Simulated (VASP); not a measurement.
An input for Quantum ESPRESSO's pw.x (written as the equivalent of a VASP run, and not itself run):

```
&CONTROL
  calculation = 'scf'
  pseudo_dir = './pseudo'
  outdir = './out'
  tprnfor = .true.
  tstress = .true.
/
&SYSTEM
  ibrav = 0
  nat = 3
  ntyp = 2
  ecutwfc = 58
  occupations = 'smearing'
  smearing = 'fermi-dirac'
  degauss = 0.000735
  input_dft = 'pbe'
/
&ELECTRONS
  conv_thr = 7.3e-06
  electron_maxstep = 100
/
ATOMIC_SPECIES
  Hf 178.490 Hf.upf
  S 32.060 S.upf
CELL_PARAMETERS angstrom
     3.6178220    0.0000000    0.0000000
    -1.8089110    3.1331260    0.0000000
     0.0000000    0.0000000    6.0192270
ATOMIC_POSITIONS crystal
  Hf   0.0000000  0.0000000  0.0000000
  S    0.6666670  0.3333330  0.7639500
  S    0.3333330  0.6666670  0.2360500
K_POINTS automatic
  6 6 6 0 0 0
```

Task: Write the VASP files for the same calculation (PBE).

Result: One answer among several that fit: 
POSCAR:
```
HfS2
1
    3.6178220000     0.0000000000     0.0000000000
   -1.8089110000     3.1331260000     0.0000000000
    0.0000000000     0.0000000000     6.0192270000
Hf S
1 2
Direct
  0.0000000000   0.0000000000   0.0000000000
  0.6666670000   0.3333330000   0.7639500000
  0.3333330000   0.6666670000   0.2360500000
```

**INCAR**
```
! general
SYSTEM =HfS2
PREC   =Accurate
ENCUT  =180
LREAL  =.FALSE.   ! projection in real space or not
LASPH  =.TRUE.

! electronic loop
EDIFF  =1E-04   ! SCF stop (eV)
NELM   =100   ! most electronic steps
ALGO   =Normal   ! blocked Davidson
LMAXMIX=6

! smearing
ISMEAR =-1   ! Fermi-Dirac
SIGMA  =0.01   ! width (eV)

! functional
GGA    =PE

! ions
ISIF   =2

! output
LWAVE  =.FALSE.
LCHARG =.FALSE.
```

### KPOINTS
```
Automatic mesh
0
Gamma
6 6 6
0 0 0
```

POTCAR, in this order: Hf_pv S (PBE.64 set). Program: vasp_std.

Limits of the translation: the potentials are each code's own (VASP's PAW set, PseudoDojo norm-conserving files in pw.x), so ENCUT and ecutwfc are chosen apart and not converted; conv_thr bounds pw.x's estimated SCF error, while EDIFF bounds the energy change between steps.

The structure comes from a computed database's HfS2 entry; how it stands against other phases isn't given here. The cell was not relaxed at this level. The run is one of a series of settings (EDIFF = 1E-04, ENCUT = 180, KPOINTS 6×6×6 Γ-centred mesh against the base run), some of them coarse on purpose.
